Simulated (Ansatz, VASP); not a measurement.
**Cross-check of Sb (Antimony) between VASP and Ansatz**

Aim: how closely do two programs agree when they are given the same cell, functional and k mesh? The cell is taken from a series of VASP runs on this material, whose earlier steps may have relaxed, scaled or displaced it; both programs get it as it stands.

Program: Ansatz 0.2.0. Level of theory: plane waves, with VASP 6.6.1 beside it; zone-centre phonons at PBEsol. Results are calculated unless marked as measured.

### 1. Starting point

Symmetry: R-3m, No. 166, trigonal system. The conventional cell has a = 4.328 Å, b = 4.328 Å, c = 11.037 Å, α = 90.00°, β = 90.00°, γ = 120.00°. Sb has 3 Sb at 2.93 Å nearest.

Structure file:

```cif
data_structure
_symmetry_space_group_name_H-M 'R-3m:H'
_symmetry_Int_Tables_number 166
_cell_length_a 4.3277
_cell_length_b 4.3277
_cell_length_c 11.0374
_cell_angle_alpha 90.000
_cell_angle_beta 90.000
_cell_angle_gamma 120.000
_cell_volume 179.03
loop_
_atom_site_label
_atom_site_type_symbol
_atom_site_symmetry_multiplicity
_atom_site_Wyckoff_symbol
_atom_site_fract_x
_atom_site_fract_y
_atom_site_fract_z
_atom_site_occupancy
Sb1 Sb 6 c 0.00000 0.00000 0.76381 1
```

### 2. VASP: zone-centre phonons, PBEsol

Second derivatives magnify differences that forces hide, and they need a tight electronic threshold.

Lines of VASP's logs that name or quote its potential files are left out, and so is its time.

The input, INCAR:

```
SYSTEM = Sb
PREC = Accurate
ENCUT = 450
EDIFF = 1E-08
NELM = 100
ISMEAR = 1
SIGMA = 0.15
LREAL = .FALSE.
ALGO = Normal
GGA = PS
NBANDS = 11
LORBIT = 11
LWAVE = .FALSE.
LCHARG = .FALSE.
KPAR = 2
IBRION = 8
ISIF = 2
```

The input, POSCAR:

```
Sb
1.0
    2.1638738557      1.2493131531      3.6791256941
   -2.1638738557      1.2493131531      3.6791256941
    0.0000000000     -2.4986263062      3.6791256941
Sb
2
Direct
    0.7638129859      0.7638129859      0.7638129859
    0.2361870141      0.2361870141      0.2361870141
```

The input, KPOINTS:

```
Automatic mesh
0
Gamma
12 12 12
0 0 0
```

PAW data sets: Sb (PBE family, release 64).

Started as:

```bash
mpirun -np 2 vasp_std
```

Numbers of over 12 decimals in the logs are rounded to 6 here.

What it wrote:

```text
[banner, memory and clock lines left out]
running    2 mpi-ranks, on    1 nodes
 distrk:  each k-point on    1 cores,    2 groups
 distr:  one band on    1 cores,    1 groups

 POSCAR found type information on POSCAR Sb
 POSCAR found :  1 types and       2 ions
|                                                                             |
|               ----> ADVICE to this user running VASP <----                  |
|                                                                             |
|     You enforced a specific xc type in the INCAR file but a different       |
|     [... a line on the potential file left out ...]
|     I HOPE YOU KNOW WHAT YOU ARE DOING!                                     |
|                                                                             |

 LDA part: xc-table for (Slater+PW92), standard interpolation
 POSCAR, INCAR and KPOINTS ok, starting setup
 FFT: planning ... GRIDC
 FFT: planning ... GRID_SOFT
 FFT: planning ... GRID
 WAVECAR not read
 entering main loop
       N       E                     dE             d eps       ncg     rms          rms(c)
DAV:   1     0.321672653251E+02    0.32167E+02   -0.33302E+03  4158   0.637E+02
DAV:   2    -0.737231811544E+01   -0.39540E+02   -0.38273E+02  5534   0.109E+02
DAV:   3    -0.911522901489E+01   -0.17429E+01   -0.17193E+01  4963   0.254E+01
DAV:   4    -0.913100348418E+01   -0.15774E-01   -0.15757E-01  4730   0.288E+00
DAV:   5    -0.913118396919E+01   -0.18049E-03   -0.18048E-03  4844   0.344E-01    0.287E+00
DAV:   6    -0.912210084686E+01    0.90831E-02   -0.21435E-03  4698   0.281E-01    0.172E+00
DAV:   7    -0.911664610813E+01    0.54547E-02   -0.50557E-03  4602   0.423E-01    0.579E-02
DAV:   8    -0.911667670810E+01   -0.30600E-04   -0.11553E-04  4752   0.759E-02    0.174E-02
DAV:   9    -0.911668364223E+01   -0.69341E-05   -0.13873E-05  4707   0.232E-02    0.473E-03
DAV:  10    -0.911668312443E+01    0.51781E-06   -0.19025E-06  4715   0.767E-03    0.960E-04
DAV:  11    -0.911668321782E+01   -0.93397E-07   -0.15480E-07  4737   0.253E-03    0.489E-04
DAV:  12    -0.911668325021E+01   -0.32386E-07   -0.14402E-08  3911   0.688E-04    0.106E-04
DAV:  13    -0.911668325593E+01   -0.57248E-08   -0.13065E-09  2415   0.247E-04
   1 F= -.91166833E+01 E0= -.91171129E+01  d E =0.128892E-02
 Linear response reoptimize wavefunctions to high precision
DAV:   1    -0.911668325740E+01   -0.14630E-08   -0.17583E-10  2709   0.104E-04
DAV:   2    -0.911668325740E+01    0.45475E-12   -0.24566E-11  2295   0.428E-05
 Linear response DOF=           2
 Linear response progress:
  Degree of freedom:   1/  2
       N       E                     dE             d eps       ncg     rms          rms(c)
RMM:   1    -0.250136242335E-01   -0.25014E-01    0.25241E-02 38695   0.117E+00
RMM:   2    -0.247953215799E-01    0.21830E-03   -0.15430E-03 30184   0.236E-01    0.475E-02
RMM:   3    -0.247964963594E-01   -0.11748E-05   -0.18669E-05 31769   0.390E-02    0.283E-02
RMM:   4    -0.248479674437E-01   -0.51471E-04   -0.19016E-06 31771   0.206E-02    0.227E-03
RMM:   5    -0.248564323150E-01   -0.84649E-05    0.93399E-07 32500   0.363E-03    0.993E-04
RMM:   6    -0.248582036734E-01   -0.17714E-05   -0.14311E-07 31314   0.902E-04    0.316E-04
RMM:   7    -0.248573654156E-01    0.83826E-06   -0.15795E-07 32957   0.239E-04    0.727E-05
RMM:   8    -0.248572948934E-01    0.70522E-07   -0.67821E-08 33532   0.509E-05    0.153E-05
RMM:   9    -0.248572741642E-01    0.20729E-07    0.32912E-10 33418   0.156E-05    0.156E-06
RMM:  10    -0.248572680032E-01    0.61610E-08   -0.19264E-09 32420   0.374E-06    0.944E-07
 first order change of Fermi-energy  -0.22885E-04
 force on displaced ion       1 direction 1 :  -1.894  -0.000  -0.000
 Linear response progress:
  Degree of freedom:   2/  2
       N       E                     dE             d eps       ncg     rms          rms(c)
RMM:   1    -0.259864198073E-01   -0.25986E-01    0.18739E-02  8130   0.118E+00
RMM:   2    -0.249130768439E-01    0.10733E-02   -0.15421E-03  6497   0.243E-01    0.465E-02
RMM:   3    -0.248114086685E-01    0.10167E-03   -0.42427E-05  6906   0.424E-02    0.280E-02
RMM:   4    -0.247398212685E-01    0.71587E-04   -0.25474E-05  6751   0.250E-02    0.691E-03
RMM:   5    -0.247485556445E-01   -0.87344E-05   -0.55730E-07  6992   0.537E-03    0.239E-03
RMM:   6    -0.247503391602E-01   -0.17835E-05   -0.70380E-09  7034   0.105E-03    0.838E-04
RMM:   7    -0.247496123221E-01    0.72684E-06   -0.18996E-08  7082   0.314E-04    0.179E-04
RMM:   8    -0.247496397670E-01   -0.27445E-07   -0.37061E-09  7181   0.572E-05    0.305E-05
RMM:   9    -0.247496496766E-01   -0.99096E-08   -0.26147E-10  7245   0.183E-05    0.159E-05
 first order change of Fermi-energy   0.26628E-01
 force on displaced ion       1 direction 3 :   0.000   0.000  -4.545
 Linear response finished
```

From OUTCAR (step 2):

```text
ion  position               nearest neighbor table
   1  0.764  0.764  0.764-   2 2.93   2 2.93   2 2.93   2 3.29   2 3.29   2 3.29
   2  0.236  0.236  0.236-   1 2.93   1 2.93   1 2.93   1 3.29   1 3.29   1 3.29

  LATTYP: Found a trigonal (rhomboedric) cell.
 ALAT       =     4.4473699296
 COS(alpha) =     0.5265355621

 Subroutine GETGRP returns: Found 12 space group operations
 (whereof 12 operations were pure point group operations)

The static configuration has the point symmetry D_3d.

 Found    189 irreducible k-points:

   k-points           NKPTS =    189   k-points in BZ     NKDIM =    189   number of bands    NBANDS=     11

   dimension x,y,z NGX =    32 NGY =   32 NGZ =   32
   dimension x,y,z NGXF=    64 NGYF=   64 NGZF=   64

   ENCUT  =  450.0 eV  33.07 Ry    5.75 a.u.   7.69  7.69  7.69*2*pi/ulx,y,z

   NELECT =      10.0000    total number of electrons

 k-points in reciprocal lattice and weights: Automatic mesh
   0.00000000  0.00000000  0.00000000       0.001
   0.08333333  0.00000000  0.00000000       0.003
   0.16666667  0.00000000  0.00000000       0.003
   0.25000000  0.00000000  0.00000000       0.003
   0.33333333  0.00000000  0.00000000       0.003
   0.41666667  0.00000000  0.00000000       0.003
   0.50000000  0.00000000  0.00000000       0.002
   0.08333333  0.08333333  0.00000000       0.003
   0.16666667  0.08333333  0.00000000       0.007
[...]
-0.41666667  0.50000000  0.41666667       0.003
   0.50000000  0.50000000  0.50000000       0.001

 average (electrostatic) potential at core
       1 -85.5566       2 -85.5566

  Total       -0.0038782     -0.0038782     -0.0000825      0.0000000      0.0000000      0.0000000
  in kB       -0.1041231     -0.1041231     -0.0022149      0.0000000      0.0000000      0.0000000
  external PRESSURE =      -0.0701537 kB  Pullay stress =       0.0000000 kB

  energy-cutoff  :      450.00
  volume of cell :       59.68
      direct lattice vectors                 reciprocal lattice vectors
     2.163873856  1.249313153  3.679125694     0.231067074  0.133406637  0.090601235
    -2.163873856  1.249313153  3.679125694    -0.231067074  0.133406637  0.090601235
     0.000000000 -2.498626306  3.679125694     0.000000000 -0.266813275  0.090601235

 POSITION                                       TOTAL-FORCE (eV/Angst)
 -----------------------------------------------------------------------------------
      0.00000      0.00000      8.43049         0.000000      0.000000      0.000989
      0.00000      0.00000      2.60689         0.000000     -0.000000     -0.000989
 -----------------------------------------------------------------------------------
    total drift:                               -0.000000     -0.000000     -0.000000

 Eigenvectors and eigenvalues of the dynamical matrix
 ----------------------------------------------------

   1 f  =    4.271785 THz    26.840415 2PiTHz  142.491402 cm-1    17.666674 meV
             X         Y         Z           dx          dy          dz
      0.000000  0.000000  8.430492     0.000000    0.000000    0.707107
      0.000000  0.000000  2.606885     0.000000    0.000000   -0.707107

   2 f  =    2.757647 THz    17.326807 2PiTHz   91.985201 cm-1    11.404706 meV
             X         Y         Z           dx          dy          dz
      0.000000  0.000000  8.430492    -0.000002   -0.707107    0.000000
      0.000000  0.000000  2.606885     0.000002    0.707107    0.000000

   3 f  =    2.757647 THz    17.326807 2PiTHz   91.985201 cm-1    11.404706 meV
             X         Y         Z           dx          dy          dz
      0.000000  0.000000  8.430492     0.707107   -0.000002    0.000000
      0.000000  0.000000  2.606885    -0.707107    0.000002    0.000000

   4 f  =    0.000000 THz     0.000000 2PiTHz    0.000001 cm-1     0.000000 meV
             X         Y         Z           dx          dy          dz
      0.000000  0.000000  8.430492     0.650906   -0.276262    0.000000
      0.000000  0.000000  2.606885     0.650906   -0.276262    0.000000

   5 f  =    0.000000 THz     0.000000 2PiTHz    0.000000 cm-1     0.000000 meV
             X         Y         Z           dx          dy          dz
      0.000000  0.000000  8.430492     0.000000    0.000000    0.707107
      0.000000  0.000000  2.606885     0.000000    0.000000    0.707107

   6 f/i=    0.000000 THz     0.000000 2PiTHz    0.000001 cm-1     0.000000 meV
             X         Y         Z           dx          dy          dz
      0.000000  0.000000  8.430492     0.276262    0.650906   -0.000000
      0.000000  0.000000  2.606885     0.276262    0.650906    0.000000

 ELASTIC MODULI CONTR FROM IONIC RELAXATION (kBar)
 Direction    XX          YY          ZZ          XY          YZ          ZX
 --------------------------------------------------------------------------------
 XX         -78.0747    -67.7445   -130.6345      0.0000     32.2371     -0.0000
 YY         -67.7445    -78.0747   -130.6345     -0.0000    -32.2371      0.0000
 ZZ        -130.6345   -130.6345   -234.0623     -0.0000      0.0000      0.0000
 XY           0.0000     -0.0000     -0.0000     -5.1651     -0.0000     30.6386
 YZ          32.2371    -32.2371      0.0000     -0.0000   -201.2043      0.0000
 ZX          -0.0000      0.0000      0.0000     30.6386      0.0000   -181.7446
 --------------------------------------------------------------------------------
```

Energies printed during the response cycles are not total energies of the cell. The PAW data sets were made with PBE, which is usual practice but a small mismatch for other functionals.

### 3. Ansatz: zone-centre phonons, PBEsol

Ansatz runs on its default PAW (the set named soft_2) files.

The same cell, functional, mesh and smearing now go to Ansatz, which takes its cutoff from its data sets.

The input, input.yaml:

```yaml
crystal:
  lattice:
    - [2.1638738557, 1.2493131531, 3.6791256941]
    - [-2.1638738557, 1.2493131531, 3.6791256941]
    - [0.0, -2.4986263062, 3.6791256941]
  atoms:
    - { symbol: Sb, position: [0.7638129859, 0.7638129859, 0.7638129859] }
    - { symbol: Sb, position: [0.2361870141, 0.2361870141, 0.2361870141] }
hamiltonian:
  xc: pbesol
  pseudopotentials: { kind: paw }
kpoints:
  mp_grid: { grid: [12, 12, 12] }
scf:
  occupations: { method: methfessel_paxton, width: 0.15 }
phonons:
  method: dfpt
  qpoints: [[0, 0, 0]]
```

Started as:

```bash
ansatz run input.yaml --threads 4 --pin off --max-ram 9216MiB --backend cpu --events-out ev --progress --plain --runs-dir out
```

What it wrote:

```text
Engine: ansatz 0.2.0, aarch64-unknown-linux-gnu
Pseudopotentials: kind: paw
Pseudopotential: Sb, paw, valence charge 15, recommended cutoff 420 eV (normal), Sb.paw.azcp
Functional definition: PBEsol
  exchange = pbesol_x
  correlation = pbesol_c
Crystal: 2 atoms, lattice volume = 59.676 Å³
Basis set: ecut = 420 eV, 1183 PW (Γ), exchange–correlation on 60×60×60 points (8 copies of the dense FFT grid, shifted against one another)
Bands: 19, of which v1, the nominal top of the filled ones, is band 15 counted from 1 (14 counted from 0)
Symmetry: 12 space group operations
k-points: 476 of 1728 (irreducible under 2 space group operations, time reversal used)
Non-local potential: Sb, projectors of the file, l = 0: 2, l = 1: 2, l = 2: 2, l = 3: 2
PAW form: soft (Blöchl's): semilocal exchange-correlation on the pseudo side does not see the compensation charge
PAW frozen core: Sb, regenerated for the run's functional, and the local potential with it (the file was generated under x = pbe(κ = 0.804, μ = 0.219515), c = pbe(β = 0.066725))
PAW one-centre angular grid: Sb, 590 points (default); XC on 64 Gauss nodes
Initial density: superposition of atomic densities (neutral atoms: chi_scale 0, normalization atom), corrected by the library's trained network
Initial wavefunctions: pseudopotential atomic-orbital guess
Functional: x = pbesol(κ = 0.804, μ = 0.123457), c = pbesol(β = 0.046)
SCF iter   1: F=—  HF=-12816.173758 eV  |F-HF|=—  |Δ(HF+E_count)|=         —  Δρ=2.59e-3  dr2=3.01e-3  ethr=1.77e-3  ⟨swp⟩=5.8  Hψ=44700  notcnv=0
preconditioner: auto → none  [insulator: Δε(μ)=0.123 eV  Ē_g=8.675 eV  σ=0.150 eV  W_gap=0.54  n_scr=14 (ndim 8)  ℏωp=15.2 eV  f_vac=0.001  D(μ)=0.10/eV (n_scr^D=0)  ε∞_Penn≈4.1]
SCF iter   2: F=—  HF=-12816.170954 eV  |F-HF|=—  |Δ(HF+E_count)|=   2.80e-3  S|Δr|=    0.00e0  Δρ=1.35e-3  dr2=5.33e-4  ethr=1.00e-5  ⟨swp⟩=2.1  Hψ=19843  notcnv=0
SCF iter   3: F=—  HF=-12816.170831 eV  |F-HF|=—  |Δ(HF+E_count)|=   1.23e-4  S|Δr|=    0.00e0  Δρ=3.46e-4  dr2=5.58e-5  ethr=1.78e-6  ⟨swp⟩=2.0  Hψ=16188  notcnv=0
SCF iter   4: F=—  HF=-12816.170830 eV  |F-HF|=—  |Δ(HF+E_count)|=   1.82e-6  S|Δr|=    0.00e0  Δρ=1.03e-4  dr2=3.97e-6  ethr=1.86e-7  ⟨swp⟩=2.6  Hψ=16325  notcnv=0
SCF iter   5: F=—  HF=-12816.170831 eV  |F-HF|=—  |Δ(HF+E_count)|=   1.78e-6  S|Δr|=    0.00e0  Δρ=3.33e-5  dr2=4.14e-7  ethr=1.32e-8  ⟨swp⟩=2.0  Hψ=16188  notcnv=0
SCF iter   6: F=—  HF=-12816.170831 eV  |F-HF|=—  |Δ(HF+E_count)|=   6.50e-7  S|Δr|=    0.00e0  Δρ=1.61e-6  dr2=1.11e-9  ethr=1.38e-9  ⟨swp⟩=2.0  Hψ=16188  notcnv=0
SCF iter   7: F=—  HF=-12816.170831 eV  |F-HF|=—  |Δ(HF+E_count)|=  6.40e-10  S|Δr|=    0.00e0  Δρ=2.69e-7  dr2=3.53e-11  ethr=3.69e-12  ⟨swp⟩=3.0  Hψ=16744  notcnv=0
SCF iter   8: F=-12816.170831 eV  HF=-12816.170831 eV  |F-HF|=1.82e-12  |Δ(HF+E_count)|=  1.82e-12  S|Δr|=    0.00e0  Δρ=2.73e-8  dr2=2.16e-13  ethr=1.00e-12  ⟨swp⟩=6.0  Hψ=37856  notcnv=0
SCF 1 converged in 8 iterations: F = -12816.170831 eV  dr2 = 2.16e-13
  greatest PAW one-centre occupation: 0.996 electrons in one spin orbital (limit 2), on the Sb atom at site 1 (counted from 0), in its partial waves of l = 2
DFPT response loops at Γ: preconditioner auto → Kerker (q_TF=auto, 2.433 Å⁻¹) (partly filled bands, converged f_vac=0.000); β = 1.00, the filter's whole step (`scf.mixing.beta` (0.50) is not read by the response loops under this deck's `scf.mixing.preconditioner`; to damp them name `kerker` or `kerker_dos`, under which they read `scf.mixing.beta`, and type it under 1.00, their step now; both keys bind the ground state too); Broyden in place of MSR1
SCF converged after 8 iterations
Stability not checked: this state was not tested for a lower state beside it, because cold or Methfessel-Paxton smearing, or corrected tetrahedra, fill the levels in a way that the test cannot read (fill_not_monotonic; see scf.lower_state_search)
Free energy (F): -12816.170831 eV
Harris-Foulkes:  -12816.170831 eV  (|F-HF|=1.82e-12)
Internal energy: -12816.172097 eV  (E = F + TS)
E sigma→0 (E₀):  -12816.171147 eV
Entropy (-TS):   0.001266 eV (0.633 meV/atom)
Fermi energy:    10.028842 eV
--- Per-component energies (eV) ---
  E_band       = -336.610091
  E_kinetic    = 414.865854
  E_local      = -3167.379255  (includes V_loc(G=0)·N_el)
  E_nonlocal   = 728.089951
  E_hartree    = 1434.480487
  E_xc         = -275.111128
  E_vxc        = -193.414239  (∫ρ·V_xc dr)
  E_paw        = -8999.086264  (= ΣΔE_a)
  E_vpaw       = -987.733374  (= ΣTr[D̂ρ^β])
  E_aug_tail   = -0.000004  (compensation charges beyond the density's cutoff)
  E_ewald      = -2952.695452
  E_core_change = 0.663714  (= ΣΔE_core)
  E_smearing   = 0.001266  (= −TS)
  E_closure    = -0.000000  (closes the sum)
  Σ components = -12816.170831   (vs F -12816.170831, Δ=0.00e0)
--- Band table (eV; the first three rows and the last of 476) ---
  k-point 0: bands = [... 11 lower, 5.3261, 8.1261, 8.2639, 8.2639, 12.4344, 12.9002, 12.9002, 15.0479]
  k-point 1: bands = [... 11 lower, 4.9539, 8.1485, 8.2561, 8.4430, 12.3341, 12.6700, 12.6707, 14.7483]
  k-point 2: bands = [... 11 lower, 4.0972, 8.1707, 8.2426, 8.7980, 11.9493, 12.1046, 12.1272, 14.6056]
  k-point 475: bands = [... 11 lower, 0.9033, 8.8312, 8.8312, 9.5982, 10.0115, 10.0115, 10.9576, 17.3800]
--- Phonons (Γ-DFPT): 2 representative perturbations + reference, on 476 of 1728 k-points (Σ response iterations 6) ---
  k mesh reduced under 2 symmetry operations, with k and −k counted as one. Each operation leaves every solved perturbation unchanged. A smaller set is not used because it would not reduce the number of displacements times k-points to solve
  ASR residual: 1.908e-5 → 0.000e0 eV/Å²; symmetrization residual: 7.407e-6 eV/Å²
  ASR residual per site (eV/Å²): 1.91e-5 1.91e-5
  Γ frequencies (cm⁻¹): 0.00 0.00 0.00 88.27 88.27 139.92
  non-analytic LO–TO correction: not included (Born effective charges unavailable; polar crystals: no LO–TO splitting at Γ)
--- Phonons (arbitrary-q DFPT): 1 explicit q-point ---
  q = [0, 0, 0] (of the zone-centre solve; hermiticity 1.69e-6, symmetrization 9.11e-7): -0.00 0.00 0.00 88.27 88.27 139.92
  sum rule: each row above includes the acoustic sum rule's correction from the zone centre's row sums; it moved no ω² by more than (0.21 cm⁻¹)²
```

It took 35 s on 4 threads of Arm Neoverse V2, shared host; peak memory 1.8 GiB.

### 4. Comparison

Known differences besides the potentials themselves: the data sets hold 30 valence electrons in Ansatz (default PAW (the set named soft_2) files) and 10 in VASP; the cutoff is 420 eV in Ansatz and 450 eV in VASP; Ansatz makes its cores anew for this functional, VASP keeps those of its PBE data sets; VASP leaves aspherical gradient terms in its spheres out (LASPH is not set), Ansatz keeps them. Total energies have different zeros and are not compared.

The two programs side by side:

| quantity | Ansatz | VASP | difference |
| --- | --- | --- | --- |
| optical mode 1 to 2 (cm⁻¹) | 88.3 | 92.0 | -4.04 % |
| optical mode 3 (cm⁻¹) | 139.9 | 142.5 | -1.80 % |

Modes are paired by rising frequency and degeneracy, not by their patterns, so a pair may still set unlike modes beside each other.

### 5. Summary of results

```json
{"r.m.s. difference of the optical zone-centre modes, each program's sorted by frequency (zone-centre phonons, PBEsol)": "3.4 cm⁻¹", "difference in optical mode 1 to 2 (zone-centre phonons, PBEsol)": "-4.0 %"}
```

The r.m.s. difference of the optical zone-centre modes, each program's sorted by frequency is 3.4 cm⁻¹ (zone-centre phonons, PBEsol). Among the rows given in per cent, the largest difference of the zone-centre phonons, PBEsol pair is in optical mode 1 to 2, -4.0 %. Such differences can come from data sets, numerical settings and the points named under the comparisons, not from the functional's error against experiment.

[Lines on the potential files, build, host, timing and source positions are cut from VASP's logs without a mark.]

[Logs are printed without paths, hosts, clocks, repeated set-up lines and the standing remarks that a program may print on its own settings, such as how far it seeks lower states.]

[Hosts, paths, dates, database ids (printed as entryN), source tags and the programs' standing remarks are cut or masked in the printed files.]
